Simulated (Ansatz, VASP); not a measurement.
## Two plane-wave programs on GaB5

```
Ga B
1.0
     3.57613    0.00000    0.00000
    -1.78806    3.09702    0.00000
     0.00000    0.00000    4.52636
Ga B
1 5
Direct
  0.00000 0.00000 0.00000
  0.33333 0.66667 0.50000
  0.66667 0.33333 0.50000
  0.33333 0.66667 0.00000
  0.66667 0.33333 0.00000
  0.00000 0.00000 0.50000
```

Alike in both runs: functional PBE; k mesh 12 × 12 × 10; occupations gaussian, width 0.1 eV; no spin polarisation.

Ansatz relaxed the structure, and its values are those at the end. VASP's run is a single point on that final structure, the one shown.

```csv
,VASP,Ansatz
version,VASP 6.6.1,Ansatz 0.2.0
potentials or method,"VASP PAW PBE potentials, release 64 (Ga_d, B)","scalar-relativistic, plane waves, PAW"
plane-wave cutoff (eV),520,420
valence electrons in the cell,28,28
```

|  | VASP | Ansatz | Ansatz less VASP |
| --- | --- | --- | --- |
| gap on the k mesh at the Fermi level (eV) | none | none | - |
| pressure (GPa) | 0.1 | 0.0 | -0.06 |

A gap of «none» marks a metal or a gap that the smearing closes. With one functional, cell and mesh, what is left measures potentials, basis and numerics.
